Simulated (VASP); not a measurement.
These are PBE GGA, VASP's PBE PAW potentials (set 64) (plane waves; VASP) values and carry that method's errors.

VASP ran on this input.

**INCAR**
```
! general
SYSTEM = BP
PREC   = Accurate
ENCUT  = 520   ! plane-wave cut-off (eV)
LREAL  = .FALSE.
LASPH  = .TRUE.

! electronic loop
EDIFF  = 1E-7
NELM   = 100   ! most electronic steps
ALGO   = Normal

! smearing
ISMEAR = 0
SIGMA  = 0.05   ! width (eV)

! functional
GGA    = PE   ! PBE

! ions
ISIF   = 2   ! forces and stress, cell fixed

! output
LWAVE  = .FALSE.
LCHARG = .FALSE.
```

File POSCAR:
```
BP
1
    0.0000000000     2.2956539212     2.2956539212
    2.2956539212     0.0000000000     2.2956539212
    2.2956539212     2.2956539212     0.0000000000
B P
1 1
Direct
  0.0000000000   0.0000000000   0.0000000000
  0.2500000000   0.2500000000   0.2500000000
```

File KPOINTS:
```
Automatic mesh
0
Gamma
10 10 10
0 0 0
```

POTCAR, in this order: B P (PBE.64 set). Program: vasp_std.

### Question
What will the output report for the number of irreducible k-points (NKPTS), largest plane-wave count, number of space-group operations, FFT grid (NGX, NGY, NGZ)?

### Answer

* **number of irreducible k-points (NKPTS)**: 47
* **largest plane-wave count**: 666
* **number of space-group operations**: 24
* **FFT grid (NGX, NGY, NGZ)**: 24 × 24 × 24

The compound is BP in the zinc blende structure. This cell is one point of a volume scan, at 1.03 of the reference volume.
